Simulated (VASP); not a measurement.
Calculation: RPBE GGA, VASP's PBE PAW potentials (set 64) (plane waves; VASP).

The input files of a VASP run:

INCAR:
```
# general
SYSTEM   =  SnO
PREC     =  Accurate
ENCUT    =  520   # plane-wave cut-off (eV)
LREAL    =  .FALSE.   # projection in real space or not
LASPH    =  .TRUE.   # aspherical one-centre terms

# electronic loop
EDIFF    =  1E-6
NELM     =  100   # most electronic steps
ALGO     =  Normal
LMAXMIX  =  4   # l cut-off of mixed one-centre charges

# smearing
ISMEAR   =  0   # Gaussian
SIGMA    =  0.05   # width (eV)

# functional
GGA      =  RP   # RPBE

# ions
IBRION   =  2   # conjugate gradients
NSW      =  60   # most ionic steps
ISIF     =  3   # ions, shape and volume
EDIFFG   =  -0.02   # ionic stop

# output
LWAVE    =  .FALSE.
LCHARG   =  .FALSE.
```

File POSCAR:
```
SnO
1.0
  3.9133574146   0.0000000000   0.0000000000
  0.0000000000   3.9133574146   0.0000000000
  0.0000000000   0.0000000000   5.1684605143
Sn O
2 2
Cartesian
  1.9566787073   0.0000000000   4.0040080298
  0.0000000000   1.9566787073   1.1644524845
  1.9566787073   1.9566787073   0.0000000000
  0.0000000000   0.0000000000   0.0000000000
```

File KPOINTS:
```
K-points
0
gamma
5 5 4
```

POTCAR, in this order: Sn_d O (PBE.64 set). Program: vasp_std.

Energy and stress use the plane-wave basis of the starting cell. Without a dispersion term in the relaxation, distances and binding between the weakly bound layers, chains or molecules are unreliable, and so is what depends on them.

Task: Estimate the energy per atom (σ→0), volume per atom.

Result: 
| Property | Result |
|---|---|
| energy per atom (σ→0) | -5.319 eV/atom |
| volume per atom | 20.86 Å^3/atom |

**OSZICAR**
```
...
       N       E                     dE             d eps       ncg     rms          rms(c)
DAV:   1    -0.212771376978E+02   -0.29919E-03   -0.28599E-02  1256   0.126E+00    0.989E-02
DAV:   2    -0.212769313661E+02    0.20633E-03   -0.81815E-04  1112   0.293E-01    0.466E-02
DAV:   3    -0.212768852617E+02    0.46104E-04   -0.99359E-05  1144   0.161E-01    0.206E-02
DAV:   4    -0.212768774697E+02    0.77920E-05   -0.23559E-05  1304   0.670E-02    0.562E-03
DAV:   5    -0.212768785983E+02   -0.11286E-05   -0.79453E-06  1128   0.294E-02    0.306E-03
DAV:   6    -0.212768785901E+02    0.82237E-08   -0.16023E-06   504   0.109E-02
  13 F= -.21276879E+02 E0= -.21276879E+02  d E =-.405765E-04
```

The compound is SnO in the litharge structure. This run relaxes it. Symmetry was kept, so distortions that lower it aren't found. The start is the result of an earlier pass.
